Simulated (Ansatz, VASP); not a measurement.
# AlGaN2 in two plane-wave programs, part 2 of 2

One calculation is typed for both programs; each brings its own data sets. How far apart do they land? The cell is taken from a series of runs on this material, whose earlier steps may have relaxed, scaled, displaced or heated it; both programs get it as it stands.

VASP 6.6.1 and Ansatz 0.2.0.

So far. Step 2 (VASP: single point, LDA): The run ends at a pressure of 0.73 GPa, with forces up to 0.025 eV/Å.

## Step 3: Ansatz: single point, LDA

Level of this step: Ansatz beside VASP: Kohn-Sham DFT, plane waves, LDA (Ansatz).

Ansatz runs on its default PAW (the set named soft_2) files.

The same cell, functional (in two slightly different forms), mesh and smearing now go to Ansatz, which takes its cutoff from its data sets.

input.yaml reads:

```yaml
crystal:
  lattice:
    - [3.1191540341, -2.863e-07, 0.0]
    - [-1.5595767691, 2.701266775, 0.0]
    - [0.0, 0.0, 5.0528985471]
  atoms:
    - { symbol: Al, position: [0.0, 0.0, 0.9994937143] }
    - { symbol: Ga, position: [0.6666666667, 0.3333333333, 0.4971805413] }
    - { symbol: "N", position: [0.6666666667, 0.3333333333, 0.11286767] }
    - { symbol: "N", position: [0.0, 0.0, 0.6268580745] }
kpoints:
  mp_grid: { grid: [9, 9, 6] }
hamiltonian:
  xc: lda
scf:
  occupations: { method: gaussian, width: 0.01 }
  n_extra_bands: 10
output:
  eigenvalues: true
  eigenstates:
    kpoints:
      - [0.0, 0.0, 0.0]
      - [0.00397143, -0.001985715, 0.0]
      - [0.0, 0.00343936, 0.0]
      - [0.0, 0.0, 0.00643355]
      - [0.002808225, 0.001027882, 0.0]
      - [0.002808226, -0.003836107, 0.0]
      - [0.002808225, -0.001404112, 0.004549207]
      - [0.002808225, -0.001404112, -0.004549207]
      - [0.0, 0.002431995, 0.004549207]
      - [0.0, 0.002431995, -0.004549207]
      - [0.002292906, 0.000839262, 0.003714412]
      - [0.002292906, 0.000839262, -0.003714412]
      - [0.002292907, -0.003132168, 0.003714412]
      - [-0.002292907, 0.003132168, 0.003714412]
      - [-0.00397143, 0.001985715, 0.0]
      - [0.0, -0.00343936, 0.0]
      - [0.0, 0.0, -0.00643355]
      - [-0.002808225, -0.001027882, 0.0]
      - [-0.002808226, 0.003836107, 0.0]
      - [-0.002808225, 0.001404112, -0.004549207]
      - [-0.002808225, 0.001404112, 0.004549207]
      - [0.0, -0.002431995, -0.004549207]
      - [0.0, -0.002431995, 0.004549207]
      - [-0.002292906, -0.000839262, -0.003714412]
      - [-0.002292906, -0.000839262, 0.003714412]
      - [-0.002292907, 0.003132168, -0.003714412]
      - [0.002292907, -0.003132168, -0.003714412]
      - [0.014892863, -0.007446431, 0.0]
      - [-1.0e-09, 0.012897599, 0.0]
      - [0.0, 0.0, 0.024125813]
      - [0.010530844, 0.003854558, 0.0]
      - [0.010530846, -0.014385401, 0.0]
      - [0.010530845, -0.005265422, 0.017059526]
      - [0.010530845, -0.005265422, -0.017059526]
      - [-1.0e-09, 0.00911998, 0.017059526]
      - [-1.0e-09, 0.00911998, -0.017059526]
      - [0.008598398, 0.003147233, 0.013929045]
      - [0.008598398, 0.003147233, -0.013929045]
      - [0.0085984, -0.011745631, 0.013929045]
      - [-0.0085984, 0.011745631, 0.013929045]
      - [-0.014892863, 0.007446431, 0.0]
      - [1.0e-09, -0.012897599, 0.0]
      - [0.0, 0.0, -0.024125813]
      - [-0.010530844, -0.003854558, 0.0]
      - [-0.010530846, 0.014385401, 0.0]
      - [-0.010530845, 0.005265422, -0.017059526]
      - [-0.010530845, 0.005265422, 0.017059526]
      - [1.0e-09, -0.00911998, -0.017059526]
      - [1.0e-09, -0.00911998, 0.017059526]
      - [-0.008598398, -0.003147233, -0.013929045]
      - [-0.008598398, -0.003147233, 0.013929045]
      - [-0.0085984, 0.011745631, -0.013929045]
      - [0.0085984, -0.011745631, -0.013929045]
      - [0.0, 0.0, 0.0]
      - [0.00397143, -0.001985715, 0.0]
      - [0.0, 0.00343936, 0.0]
      - [0.0, 0.0, 0.00643355]
      - [0.002808225, 0.001027882, 0.0]
      - [0.002808226, -0.003836107, 0.0]
      - [0.002808225, -0.001404112, 0.004549207]
      - [0.002808225, -0.001404112, -0.004549207]
      - [0.0, 0.002431995, 0.004549207]
      - [0.0, 0.002431995, -0.004549207]
      - [0.002292906, 0.000839262, 0.003714412]
      - [0.002292906, 0.000839262, -0.003714412]
      - [0.002292907, -0.003132168, 0.003714412]
      - [-0.002292907, 0.003132168, 0.003714412]
      - [-0.00397143, 0.001985715, 0.0]
      - [0.0, -0.00343936, 0.0]
      - [0.0, 0.0, -0.00643355]
      - [-0.002808225, -0.001027882, 0.0]
      - [-0.002808226, 0.003836107, 0.0]
      - [-0.002808225, 0.001404112, -0.004549207]
      - [-0.002808225, 0.001404112, 0.004549207]
      - [0.0, -0.002431995, -0.004549207]
      - [0.0, -0.002431995, 0.004549207]
      - [-0.002292906, -0.000839262, -0.003714412]
      - [-0.002292906, -0.000839262, 0.003714412]
      - [-0.002292907, 0.003132168, -0.003714412]
      - [0.002292907, -0.003132168, -0.003714412]
      - [0.014892863, -0.007446431, 0.0]
      - [-1.0e-09, 0.012897599, 0.0]
      - [0.0, 0.0, 0.024125813]
      - [0.010530844, 0.003854558, 0.0]
      - [0.010530846, -0.014385401, 0.0]
      - [0.010530845, -0.005265422, 0.017059526]
      - [0.010530845, -0.005265422, -0.017059526]
      - [-1.0e-09, 0.00911998, 0.017059526]
      - [-1.0e-09, 0.00911998, -0.017059526]
      - [0.008598398, 0.003147233, 0.013929045]
      - [0.008598398, 0.003147233, -0.013929045]
      - [0.0085984, -0.011745631, 0.013929045]
      - [-0.0085984, 0.011745631, 0.013929045]
      - [-0.014892863, 0.007446431, 0.0]
      - [1.0e-09, -0.012897599, 0.0]
      - [0.0, 0.0, -0.024125813]
      - [-0.010530844, -0.003854558, 0.0]
      - [-0.010530846, 0.014385401, 0.0]
      - [-0.010530845, 0.005265422, -0.017059526]
      - [-0.010530845, 0.005265422, 0.017059526]
      - [1.0e-09, -0.00911998, -0.017059526]
      - [1.0e-09, -0.00911998, 0.017059526]
      - [-0.008598398, -0.003147233, -0.013929045]
      - [-0.008598398, -0.003147233, 0.013929045]
      - [-0.0085984, 0.011745631, -0.013929045]
      - [0.0085984, -0.011745631, -0.013929045]
checkpoint:
  read: start.run
  write: ck
  compress: false
  write_wavefunctions: false
  write_every: 100000
```

The run is started by

```bash
$ ansatz run input.yaml --threads 2 --pin off --max-ram 5120MiB --backend cpu --events-out ev --progress --plain --runs-dir out
```

Numbers of over 12 decimals in the logs are rounded to 6 here.

Log:

```text
scf.n_extra_bands = 10 over 13 filled bands (N_el = 26.0): the run solves 23 bands
Engine: ansatz 0.2.0, aarch64-unknown-linux-gnu
Pseudopotentials: kind: paw
Pseudopotential: Al, paw, valence charge 3, recommended cutoff 420 eV (normal), Al.paw.azcp
Pseudopotential: Ga, paw, valence charge 13, recommended cutoff 420 eV (normal), Ga.paw.azcp
Pseudopotential: N, paw, valence charge 5, recommended cutoff 420 eV (normal), N.paw.azcp
Functional definition: SPW92
  exchange = slater_x
  correlation = pw_c
Crystal: 4 atoms, lattice volume = 42.574 Å³
Basis set: ecut = 420 eV, 833 PW (Γ)
Bands: 23, of which v1, the nominal top of the filled ones, is band 13 counted from 1 (12 counted from 0)
Symmetry: 6 space group operations
Space group: P3m1 (ITA 156), of the structure as read, at distance tolerance 3.5e-5 Å
k-points: 62 of 486 (time reversal used)
Non-local potential: Al, projectors of the file, l = 0: 2, l = 1: 2, l = 2: 1
Non-local potential: Ga, projectors of the file, l = 0: 2, l = 1: 2, l = 2: 3, l = 3: 1
Non-local potential: N, projectors of the file, l = 0: 2, l = 1: 2, l = 2: 1
PAW form: soft (Blöchl's): semilocal exchange-correlation on the pseudo side does not see the compensation charge
PAW frozen core: Al, regenerated for the run's functional, and the local potential with it (the file was generated under x = pbe(κ = 0.804, μ = 0.219515), c = pbe(β = 0.066725))
PAW frozen core: Ga, regenerated for the run's functional, and the local potential with it (the file was generated under x = pbe(κ = 0.804, μ = 0.219515), c = pbe(β = 0.066725))
PAW frozen core: N, regenerated for the run's functional, and the local potential with it (the file was generated under x = pbe(κ = 0.804, μ = 0.219515), c = pbe(β = 0.066725))
PAW one-centre angular grid: Al, 110 points (default); XC on 64 Gauss nodes
PAW one-centre angular grid: Ga, 590 points (default); XC on 64 Gauss nodes
PAW one-centre angular grid: N, 110 points (default); XC on 64 Gauss nodes
Initial density: read from a saved state, or passed on in memory by an earlier SCF of this step, an earlier step, the calling program or the single point that the run made first
Initial wavefunctions: pseudopotential atomic-orbital guess
Functional: x = slater, c = lda
iter 1 solved again at ethr=3.75e-8 eV; its pass at ethr=3.10e-3 eV (dr2=9.76e-6 eV) is discarded
SCF iter   1: F=—  HF=-4971.921736 eV  |F-HF|=—  |Δ(HF+E_count)|=         —  Δρ=1.21e-7  dr2=4.41e-12  ethr=3.75e-8  ⟨swp⟩=3.0  Hψ=10930  notcnv=0
eigensolver tolerance schedule: the retry pair's looser diagonalisation over-reported the residual by 2211903.26 of it (diagonalisation noise at an unbounded share of the residual, at the tolerance the schedule requests for it); recorded, not acted on — ethr = c·dr2/N_el stays at c = 1.0e-1
preconditioner: auto → none  [insulator: Δε(μ)=3.086 eV  Ē_g=19.163 eV  σ=0.010 eV  W_gap=1.00  n_scr=10 (ndim 8)  ℏωp=29.0 eV  f_vac=0.000  D(μ)=0.00/eV (n_scr^D=0)  ε∞_Penn≈3.3]
iter 2 did not close the SCF: its close was put off for the readings that it lacked (scf_convergence_deferred on its scf_iter line)
SCF iter   2: F=-4971.921736 eV  HF=-4971.921736 eV  |F-HF|=1.82e-12  |Δ(HF+E_count)|=  7.53e-10  Δρ=9.18e-8  dr2=2.44e-12  ethr=1.00e-12  ⟨swp⟩=2.1  Hψ=2217  notcnv=0
iter 3 did not close the SCF: its close was put off for the readings that it lacked (scf_convergence_deferred on its scf_iter line)
SCF iter   3: F=-4971.921736 eV  HF=-4971.921736 eV  |F-HF|=1.82e-12  |Δ(HF+E_count)|=  9.09e-13  Δρ=4.95e-8  dr2=7.43e-13  ethr=1.00e-12  ⟨swp⟩=1.0  Hψ=1426  notcnv=0
iter 4 did not close the SCF: its close was put off for the readings that it lacked (scf_convergence_deferred on its scf_iter line)
SCF iter   4: F=-4971.921736 eV  HF=-4971.921736 eV  |F-HF|=9.09e-13  |Δ(HF+E_count)|=  1.82e-12  Δρ=2.08e-8  dr2=1.20e-13  ethr=1.00e-12  ⟨swp⟩=1.0  Hψ=1426  notcnv=0
iter 5 did not close the SCF: its close was put off for the readings that it lacked (scf_convergence_deferred on its scf_iter line)
SCF iter   5: F=-4971.921736 eV  HF=-4971.921736 eV  |F-HF|=1.82e-12  |Δ(HF+E_count)|=  2.73e-12  Δρ=2.92e-9  dr2=3.35e-15  ethr=1.00e-12  ⟨swp⟩=1.0  Hψ=1426  notcnv=0
SCF iter   6: F=-4971.921736 eV  HF=-4971.921736 eV  |F-HF|=0.00e0  |Δ(HF+E_count)|=  9.09e-13  Δρ=9.93e-10  dr2=5.70e-16  ethr=1.00e-12  ⟨swp⟩=1.0  Hψ=3100  notcnv=0
SCF 1 converged in 6 iterations: F = -4971.921736 eV  dr2 = 5.70e-16
  greatest PAW one-centre occupation: 0.996 electrons in one spin orbital (limit 2), on the Ga atom at site 1 (counted from 0), in its partial waves of l = 2
NSCF: frozen V_eff on 106 k-points
SCF converged after 6 iterations
Free energy (F): -4971.921736 eV
Harris-Foulkes:  -4971.921736 eV  (|F-HF|=0.00e0)
Internal energy: -4971.921736 eV  (E = F + TS)
E sigma→0 (E₀):  -4971.921736 eV
Fermi energy:    10.092232 eV
--- Per-component energies (eV) ---
  E_band       = 0.837359
  E_kinetic    = 407.665278
  E_local      = -2546.822328  (includes V_loc(G=0)·N_el)
  E_nonlocal   = 535.410556
  E_hartree    = 1156.430271
  E_xc         = -229.058501
  E_vxc        = -242.598546  (∫ρ·V_xc dr)
  E_paw        = -2597.185236  (= ΣΔE_a)
  E_vpaw       = -465.678212  (= ΣTr[D̂ρ^β])
  E_aug_tail   = 0.000069  (compensation charges beyond the density's cutoff)
  E_ewald      = -1700.306131
  E_core_change = 1.944285  (= ΣΔE_core)
  E_smearing   = -0.000000  (= −TS)
  E_closure    = 0.000000  (closes the sum)
  Σ components = -4971.921736   (vs F -4971.921736, Δ=0.00e0)
--- Band table (eV; the first three rows and the last of 62) ---
  k-point 0: bands = [... 9 lower, 7.4131, 8.4352, 8.5491, 8.5491, 11.6354, 14.1899, 18.3130, 19.0889, ... 6 higher]
  k-point 1: bands = [... 9 lower, 7.4557, 7.7869, 8.5029, 8.5029, 12.1630, 14.2590, 18.1359, 19.0619, ... 6 higher]
  k-point 2: bands = [... 9 lower, 7.5559, 7.5559, 8.3965, 8.3965, 13.0803, 14.3720, 17.7633, 18.6483, ... 6 higher]
  k-point 61: bands = [... 9 lower, 4.1737, 4.4813, 7.2255, 7.4010, 15.2053, 15.4279, 15.8486, 16.1903, ... 6 higher]
```

The column dr2 measures how far the density is from self-consistency, as an energy; F and HF (Harris–Foulkes) agree once it is small.

## Step 4: Differences

Known differences besides the potentials themselves: the cutoff is 420 eV in Ansatz and 520 eV in VASP; VASP's log shows a relativistic correction to its local exchange, Ansatz's none. Total energies have different zeros and are not compared.

Both answers:

```
              quantity  Ansatz   VASP  difference
gap on the k mesh (eV)   3.086  3.100      -0.014
```

A gap on the mesh is an upper bound, since the band edges may lie between its points.

## Step 5: What came out

| Item | Value |
| --- | --- |
| difference in gap on the k mesh (single point, LDA) | -0.014 eV |

The difference in gap on the k mesh is -0.014 eV (single point, LDA), within the 0.08 eV picked in this series as the mark of a large difference. Such differences can come from data sets, numerical settings and the points named under the comparisons, not from the functional's error against experiment.

[Lines on the potential files, build, host, timing and source positions are cut from VASP's logs without a mark.]

[Logs are printed without paths, hosts, clocks, repeated set-up lines and the standing remarks that a program may print on its own settings, such as how far it seeks lower states.]

[Hosts, paths, dates, database ids (printed as entryN), source tags and the programs' standing remarks are cut or masked in the printed files.]
